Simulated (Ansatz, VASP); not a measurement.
# Cross-check of GaN between VASP and Ansatz

Wanted: the spread between two codes on one cell, functional and k mesh. The cell is taken from a series of runs on this material, whose earlier steps may have relaxed, scaled, displaced or heated it; both programs get it as it stands.

Method: plane waves, with VASP 6.6.1 beside it; zone-centre phonons at LDA, in Ansatz 0.2.0.

### Step 1. Starting point

Symmetry: P6_3mc, No. 186, hexagonal system. The conventional cell has a = 3.087 Å, b = 3.087 Å, c = 5.035 Å, α = 90.00°, β = 90.00°, γ = 120.00°. Nearest to N lie 4 Ga at 1.89 Å. Nearest to Ga lie 4 N at 1.89 Å. Farther neighbours and most contacts between anions are not listed.

### Step 2. VASP: zone-centre phonons, LDA

Second derivatives magnify differences that forces hide, and they need a tight electronic threshold.

Lines of VASP's logs that name or quote its potential files are left out, and so is its time.

Contents of INCAR:

```
SYSTEM = GaN
PREC = Accurate
ENCUT = 600
EDIFF = 1E-08
NELM = 120
ISMEAR = 0
SIGMA = 0.01
LREAL = .FALSE.
ALGO = Normal
GGA = CA
NBANDS = 24
LORBIT = 11
LWAVE = .FALSE.
LCHARG = .FALSE.
ISIF = 2
IBRION = 8
LEPSILON = .TRUE.
LASPH = .TRUE.
GGA_COMPAT = .FALSE.
EFERMI = MIDGAP
KPAR = 2
```

Contents of POSCAR:

```
GaN
1.0
    3.0868170851      0.0000000000      0.0000000000
   -1.5434085425      2.6732620125      0.0000000000
    0.0000000000      0.0000000000      5.0350253752
N Ga
2 2
Direct
    0.3333333333      0.6666666667      0.3755489203
    0.6666666667      0.3333333333      0.8755489203
    0.3333333333      0.6666666667      0.9994510797
    0.6666666667      0.3333333333      0.4994510797
```

Contents of KPOINTS:

```
Automatic mesh
0
Gamma
15 15 8
0 0 0
```

Potentials, in the order of the species: N and Ga_d (LDA family, release 64).

Command:

```sh
$ mpirun -np 2 vasp_std
```

Numbers of over 12 decimals in the logs are rounded to 6 here.

The program printed:

```text
[banner, memory and clock lines left out]
running    2 mpi-ranks, on    1 nodes
 distrk:  each k-point on    1 cores,    2 groups
 distr:  one band on    1 cores,    1 groups

 POSCAR found type information on POSCAR N Ga
 POSCAR found :  2 types and       4 ions
 LDA part: xc-table for (Slater(with rela. corr.)+CA(PZ))
 , standard interpolation
 POSCAR, INCAR and KPOINTS ok, starting setup
 FFT: planning ... GRIDC
 FFT: planning ... GRID_SOFT
 FFT: planning ... GRID
 WAVECAR not read
 entering main loop
       N       E                     dE             d eps       ncg     rms          rms(c)
DAV:   1     0.289585813033E+03    0.28959E+03   -0.19746E+04  6976   0.313E+03
DAV:   2     0.221356714140E+01   -0.28737E+03   -0.27442E+03  7136   0.555E+02
DAV:   3    -0.312486175437E+02   -0.33462E+02   -0.33198E+02  7608   0.150E+02
DAV:   4    -0.321989844522E+02   -0.95037E+00   -0.94859E+00  7864   0.280E+01
DAV:   5    -0.322176224764E+02   -0.18638E-01   -0.18631E-01  7800   0.363E+00    0.112E+01
DAV:   6    -0.277918778526E+02    0.44257E+01   -0.12767E+01 11320   0.585E+01    0.313E+00
DAV:   7    -0.278377310426E+02   -0.45853E-01   -0.15998E+00  7160   0.923E+00    0.265E+00
DAV:   8    -0.277970594017E+02    0.40672E-01   -0.26060E-01 10944   0.695E+00    0.983E-01
DAV:   9    -0.277749597768E+02    0.22100E-01   -0.90873E-02 11184   0.518E+00    0.254E-01
DAV:  10    -0.277757828326E+02   -0.82306E-03   -0.49007E-03  7696   0.655E-01    0.920E-02
DAV:  11    -0.277755116081E+02    0.27122E-03   -0.12480E-03 10728   0.652E-01    0.125E-02
DAV:  12    -0.277755202519E+02   -0.86438E-05   -0.11966E-04  7264   0.104E-01    0.946E-03
DAV:  13    -0.277755193820E+02    0.86989E-06   -0.16094E-05  9808   0.304E-02    0.917E-04
DAV:  14    -0.277755194833E+02   -0.10128E-06   -0.11192E-06  7096   0.780E-03    0.201E-03
DAV:  15    -0.277755194717E+02    0.11519E-07   -0.54923E-08  7992   0.193E-03    0.150E-04
DAV:  16    -0.277755194717E+02   -0.81855E-11   -0.12342E-08  4320   0.254E-03
   1 F= -.27775519E+02 E0= -.27775519E+02  d E =0.000000E+00
 Linear response reoptimize wavefunctions to high precision
DAV:   1    -0.277755194710E+02    0.78307E-09   -0.38325E-09  5208   0.720E-04
DAV:   2    -0.277755194710E+02   -0.86402E-10   -0.60475E-10  3840   0.207E-04
 Linear response G [H, r] |phi>, progress :
  Direction:   1
       N       E                     dE             d eps       ncg     rms
RMM:   1    -0.935228228133E+02   -0.93523E+02    0.57193E+01  7896   0.367E+02
 LRF_COMMUTATOR internal error: the vector H(1)-e(1) S(1) |phi(0)> is not orthog
 onal to |phi(0)> (-1.082700905011766E-004,-1.725009024511337E-014)
 LRF_COMMUTATOR internal error: the vector H(1)-e(1) S(1) |phi(0)> is not orthog
 onal to |phi(0)> (1.082700860043258E-004,-8.066464163292153E-015)
 LRF_COMMUTATOR internal error: the vector H(1)-e(1) S(1) |phi(0)> is not orthog
 onal to |phi(0)> (-1.035869752909757E-004,-8.867906409193438E-015)
 LRF_COMMUTATOR internal error: the vector H(1)-e(1) S(1) |phi(0)> is not orthog
 onal to |phi(0)> (1.035869775324015E-004,1.217775880135719E-015)
 LRF_COMMUTATOR internal error: the vector H(1)-e(1) S(1) |phi(0)> is not orthog
 onal to |phi(0)> (-1.100120187562531E-004,5.606626274357041E-015)
 LRF_COMMUTATOR internal error: the vector H(1)-e(1) S(1) |phi(0)> is not orthog
 onal to |phi(0)> (1.100120190575989E-004,8.586881206085195E-016)
 LRF_COMMUTATOR internal error: the vector H(1)-e(1) S(1) |phi(0)> is not orthog
 onal to |phi(0)> (-1.076288089077865E-004,3.434752482434078E-015)
 LRF_COMMUTATOR internal error: the vector H(1)-e(1) S(1) |phi(0)> is not orthog
 onal to |phi(0)> (1.076288067359127E-004,3.639449852599341E-015)
 LRF_COMMUTATOR internal error: the vector H(1)-e(1) S(1) |phi(0)> is not orthog
 onal to |phi(0)> (-1.003077889357232E-004,-3.705369344686460E-015)
 LRF_COMMUTATOR internal error: the vector H(1)-e(1) S(1) |phi(0)> is not orthog
 onal to |phi(0)> (1.003077892657231E-004,5.847752837517817E-015)
 LRF_COMMUTATOR internal error: the vector H(1)-e(1) S(1) |phi(0)> is not orthog
 onal to |phi(0)> (-1.005221919507387E-004,-1.109529135234766E-014)
 LRF_COMMUTATOR internal error: the vector H(1)-e(1) S(1) |phi(0)> is not orthog
 onal to |phi(0)> (1.005221935082151E-004,1.013078509970455E-015)
 LRF_COMMUTATOR internal error: the vector H(1)-e(1) S(1) |phi(0)> is not orthog
 onal to |phi(0)> (-1.007802601884211E-004,-4.675079767757495E-016)
 LRF_COMMUTATOR internal error: the vector H(1)-e(1) S(1) |phi(0)> is not orthog
 onal to |phi(0)> (1.007802601971919E-004,-1.382574610353515E-015)
RMM:   2    -0.862828091069E+02    0.72400E+01   -0.25899E+02 11560   0.888E+01
 LRF_COMMUTATOR internal error: the vector H(1)-e(1) S(1) |phi(0)> is not orthog
 onal to |phi(0)> (-1.082700905009962E-004,-1.586925035823583E-014)
 LRF_COMMUTATOR internal error: the vector H(1)-e(1) S(1) |phi(0)> is not orthog
 onal to |phi(0)> (1.082700860033613E-004,-8.187894806610529E-015)
[...]
RMM:   1    -0.745689453485E-01   -0.74569E-01    0.34628E+00 25653   0.971E+00
RMM:   2    -0.500813544246E+00   -0.42624E+00   -0.18798E-01 44813   0.224E+00    0.106E+00
RMM:   3    -0.505813777412E+00   -0.50002E-02   -0.38630E-02 45224   0.865E-01    0.617E-01
RMM:   4    -0.519873778010E+00   -0.14060E-01   -0.11969E-02 45835   0.767E-01    0.498E-02
[...]
RMM:   7    -0.231860335051E+00    0.17930E-04   -0.20350E-07 83380   0.285E-03    0.494E-04
RMM:   8    -0.231870387063E+00   -0.10052E-04   -0.52880E-08 82592   0.124E-03    0.733E-05
RMM:   9    -0.231871664425E+00   -0.12774E-05   -0.58062E-08 88468   0.419E-04    0.169E-05
RMM:  10    -0.231871341845E+00    0.32258E-06   -0.72549E-08 87383   0.152E-04    0.101E-05
RMM:  11    -0.231871434126E+00   -0.92280E-07   -0.34132E-08 89500   0.850E-05    0.191E-06
RMM:  12    -0.231871405165E+00    0.28961E-07   -0.45775E-08 87742   0.618E-05    0.661E-07
RMM:  13    -0.231871398312E+00    0.68529E-08   -0.45624E-08 86593   0.543E-05    0.277E-07
 first order change of Fermi-energy   0.17420E+00
 force on displaced ion       1 direction 1 : -17.200   0.001  -0.000
 Born effective charge ion    1 direction 1 :  -2.550  -0.000  -0.000
 Linear response progress:
  Degree of freedom:   2/  4
       N       E                     dE             d eps       ncg     rms          rms(c)
RMM:   1    -0.255231317887E+00   -0.25523E+00    0.13462E-01 23922   0.368E+00
RMM:   2    -0.245768724208E+00    0.94626E-02   -0.21104E-02 15652   0.128E+00    0.155E-01
RMM:   3    -0.246169346921E+00   -0.40062E-03   -0.32317E-03 16252   0.462E-01    0.724E-02
RMM:   4    -0.247142036554E+00   -0.97269E-03   -0.72715E-04 17728   0.198E-01    0.196E-02
RMM:   5    -0.247289189048E+00   -0.14715E-03   -0.80154E-05 17298   0.555E-02    0.770E-03
RMM:   6    -0.247348335624E+00   -0.59147E-04   -0.21117E-05 18452   0.177E-02    0.199E-03
RMM:   7    -0.247346545154E+00    0.17905E-05   -0.58510E-06 16364   0.743E-03    0.723E-04
RMM:   8    -0.247342816227E+00    0.37289E-05   -0.22957E-06 17885   0.263E-03    0.253E-04
RMM:   9    -0.247342802813E+00    0.13414E-07   -0.68587E-07 18311   0.865E-04    0.735E-05
RMM:  10    -0.247342498620E+00    0.30419E-06   -0.17158E-07 18695   0.325E-04    0.173E-05
RMM:  11    -0.247342584207E+00   -0.85587E-07   -0.67920E-08 18679   0.149E-04    0.374E-06
RMM:  12    -0.247342609624E+00   -0.25417E-07   -0.28457E-08 18905   0.839E-05    0.198E-06
RMM:  13    -0.247342598601E+00    0.11023E-07   -0.26192E-08 18393   0.647E-05    0.661E-07
RMM:  14    -0.247342601614E+00   -0.30128E-08   -0.19952E-08 18525   0.552E-05    0.187E-07
 first order change of Fermi-energy  -0.18151E+00
 force on displaced ion       1 direction 3 :   0.000  -0.000 -22.497
 Born effective charge ion    1 direction 3 :   0.000   0.000  -2.681
 Linear response progress:
  Degree of freedom:   3/  4
       N       E                     dE             d eps       ncg     rms          rms(c)
RMM:   1    -0.164733026915E+00   -0.16473E+00    0.32942E-01 57780   0.866E+00
RMM:   2    -0.161737461415E+00    0.29956E-02   -0.51119E-02 82204   0.172E+00    0.612E-02
RMM:   3    -0.161988388798E+00   -0.25093E-03   -0.36239E-03 85574   0.428E-01    0.369E-02
RMM:   4    -0.161679970728E+00    0.30842E-03   -0.35831E-04 88682   0.133E-01    0.497E-03
RMM:   5    -0.161661394260E+00    0.18576E-04   -0.58033E-05 91077   0.424E-02    0.254E-03
RMM:   6    -0.161655690432E+00    0.57038E-05   -0.82158E-05 91620   0.159E-02    0.476E-04
RMM:   7    -0.161649414437E+00    0.62760E-05   -0.19706E-05 93280   0.664E-03    0.281E-04
RMM:   8    -0.161648302244E+00    0.11122E-05   -0.12803E-05 92085   0.296E-03    0.354E-05
RMM:   9    -0.161647573567E+00    0.72868E-06   -0.56374E-06 94114   0.145E-03    0.208E-05
RMM:  10    -0.161646889803E+00    0.68376E-06   -0.12117E-08 92646   0.765E-04    0.767E-06
RMM:  11    -0.161646902299E+00   -0.12497E-07   -0.68242E-07 94042   0.441E-04    0.305E-06
RMM:  12    -0.161646811519E+00    0.90781E-07   -0.34820E-08 93668   0.272E-04    0.150E-06
RMM:  13    -0.161646753298E+00    0.58221E-07    0.18610E-07 93328   0.181E-04    0.147E-06
RMM:  14    -0.161646730384E+00    0.22913E-07    0.62525E-07 96283   0.129E-04    0.135E-06
RMM:  15    -0.161646767749E+00   -0.37364E-07    0.24681E-07 96058   0.979E-05    0.170E-06
RMM:  16    -0.161646753571E+00    0.14178E-07    0.34095E-07 87631   0.795E-05    0.147E-06
 first order change of Fermi-energy   0.32478E+00
 force on displaced ion       3 direction 1 : -16.976   0.000  -0.000
 Born effective charge ion    3 direction 1 :   2.550  -0.000   0.000
 Linear response progress:
  Degree of freedom:   4/  4
       N       E                     dE             d eps       ncg     rms          rms(c)
RMM:   1    -0.181924312704E+00   -0.18192E+00    0.35076E-01 12373   0.883E+00
RMM:   2    -0.176260032143E+00    0.56643E-02   -0.57848E-02 17129   0.175E+00    0.996E-02
RMM:   3    -0.175714032307E+00    0.54600E-03   -0.35434E-03 18354   0.448E-01    0.455E-02
RMM:   4    -0.175365979086E+00    0.34805E-03   -0.14630E-04 18640   0.139E-01    0.229E-02
RMM:   5    -0.175158667692E+00    0.20731E-03    0.29122E-04 18693   0.630E-02    0.446E-03
RMM:   6    -0.175213865471E+00   -0.55198E-04   -0.13453E-04 18158   0.211E-02    0.253E-03
RMM:   7    -0.175220452887E+00   -0.65874E-05   -0.12777E-04 19285   0.789E-03    0.646E-04
RMM:   8    -0.175212561190E+00    0.78917E-05   -0.31270E-05 17969   0.352E-03    0.122E-04
RMM:   9    -0.175211374338E+00    0.11869E-05   -0.18753E-05 20065   0.152E-03    0.613E-05
RMM:  10    -0.175209291360E+00    0.20830E-05    0.24136E-07 18959   0.651E-04    0.171E-05
RMM:  11    -0.175209289043E+00    0.23161E-08   -0.48484E-07 19507   0.361E-04    0.855E-06
RMM:  12    -0.175209051962E+00    0.23708E-06    0.15723E-06 19191   0.214E-04    0.347E-06
RMM:  13    -0.175209057796E+00   -0.58341E-08    0.14761E-06 20258   0.143E-04    0.149E-06
RMM:  14    -0.175209244139E+00   -0.18634E-06   -0.36510E-07 19877   0.105E-04    0.853E-07
RMM:  15    -0.175209289103E+00   -0.44964E-07   -0.81573E-07 20485   0.849E-05    0.137E-06
RMM:  16    -0.175209277365E+00    0.11738E-07   -0.70033E-07 19383   0.737E-05    0.247E-06
RMM:  17    -0.175209267410E+00    0.99543E-08   -0.60747E-07 17679   0.665E-05    0.288E-06
RMM:  18    -0.175209254334E+00    0.13077E-07   -0.48307E-07 15991   0.624E-05    0.302E-06
RMM:  19    -0.175209252634E+00    0.16994E-08   -0.46719E-07 15399   0.598E-05    0.318E-06
RMM:  20    -0.175209241738E+00    0.10896E-07   -0.35677E-07 15310   0.583E-05    0.332E-06
 first order change of Fermi-energy   0.18133E+00
 force on displaced ion       3 direction 3 :  -0.000   0.000 -24.822
 Born effective charge ion    3 direction 3 :  -0.000   0.000   2.681
 Born effective charges drift removed
 Linear response finished
```

(Part 1 of 3 ends here.)

[Lines on the potential files, build, host, timing and source positions are cut from VASP's logs without a mark.]

[Logs are printed without paths, hosts, clocks, repeated set-up lines and the standing remarks that a program may print on its own settings, such as how far it seeks lower states.]

[Hosts, paths, dates, database ids (printed as entryN), source tags and the programs' standing remarks are cut or masked in the printed files.]
